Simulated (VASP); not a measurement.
Be4H:

```
CELL_PARAMETERS angstrom
3.00202 0.00000 0.00000
-1.50101 2.59982 0.00000
0.00000 0.00000 4.55428
ATOMIC_POSITIONS crystal
Be 0.50000 0.00000 0.00000
Be 0.00000 0.50000 0.00000
Be 0.50000 0.50000 0.00000
Be 0.00000 0.00000 0.50000
H 0.00000 0.00000 0.00000
```

The cell was built by a generator and needn't be a form met in nature.

* Program: VASP 6.6.1
* Task: relaxation of cell and atoms
* Functional: PBEsol
* Potentials or basis: VASP PAW PBE potentials, release 64 (Be, H)
* Cutoff: 600 eV
* k mesh: 10 × 10 × 6
* Occupations: gaussian, width 0.05 eV
* Spin: no spin polarisation

At the start: pressure 98.2 GPa; volume 7.11 Å³/atom.

Problem. Where does the relaxation end?

Solution. Over 19 steps the energy falls by 2126.2 meV/atom and the volume is 8.49 Å³/atom (+19.4 %); space group P6/mmm (No. 191, to 0.05 Å).

Step by step:
| step | energy change (eV) | largest force (eV/Å) | pressure (GPa) | volume (Å³) |
| --- | --- | --- | --- | --- |
| 1 | 0.0000 | 0.0000 | 98.16 | 35.54 |
| 2 | -8.6351 | 0.0000 | -5.75 | 60.85 |
| 3 | -8.6391 | 0.0000 | -6.19 | 61.25 |
| 4 | -9.1122 | 0.0000 | -5.96 | 57.46 |
| 5 | -10.2536 | 0.0000 | -1.05 | 45.82 |
| 6 | 11.9192 | 0.0000 | 281.18 | 21.34 |
| 7 | -10.3132 | 0.0000 | -0.41 | 45.07 |
| 8 | -9.6180 | 0.0000 | 28.61 | 33.39 |
| 9 | -10.4938 | 0.0000 | 2.39 | 42.38 |
| 10 | -10.3881 | 0.0000 | 14.02 | 36.89 |
| 11 | -10.5642 | 0.0000 | 5.54 | 40.42 |
| 12 | -10.5655 | 0.0000 | 6.37 | 39.99 |
| 13 | -10.6157 | 0.0000 | -0.06 | 42.21 |
| 14 | -10.6251 | 0.0000 | 1.68 | 41.54 |
| 15 | -10.6251 | 0.0000 | 1.53 | 41.59 |
| 16 | -10.6308 | 0.0000 | 0.21 | 42.32 |
| 17 | -10.6308 | 0.0000 | 0.08 | 42.39 |
| 18 | -10.6308 | 0.0000 | 0.05 | 42.41 |
| 19 | -10.6308 | 0.0000 | -0.02 | 42.44 |

Final structure:
```cif
data_structure
_symmetry_space_group_name_H-M 'P 1'
_symmetry_Int_Tables_number 1
_cell_length_a 4.2140
_cell_length_b 4.2140
_cell_length_c 2.7593
_cell_angle_alpha 90.000
_cell_angle_beta 90.000
_cell_angle_gamma 120.000
_cell_volume 42.44
loop_
_atom_site_label
_atom_site_type_symbol
_atom_site_fract_x
_atom_site_fract_y
_atom_site_fract_z
_atom_site_occupancy
Be1 Be 0.50000 0.00000 0.00000 1
Be2 Be 0.00000 0.50000 0.00000 1
Be3 Be 0.50000 0.50000 0.00000 1
Be4 Be 0.00000 0.00000 0.50000 1
H1 H 0.00000 0.00000 0.00000 1
```

Caveat: the volume moved by over 15 % at a fixed basis, so the end points are rough; the PAW data sets were made with another functional, which shifts forces and pressure a little.
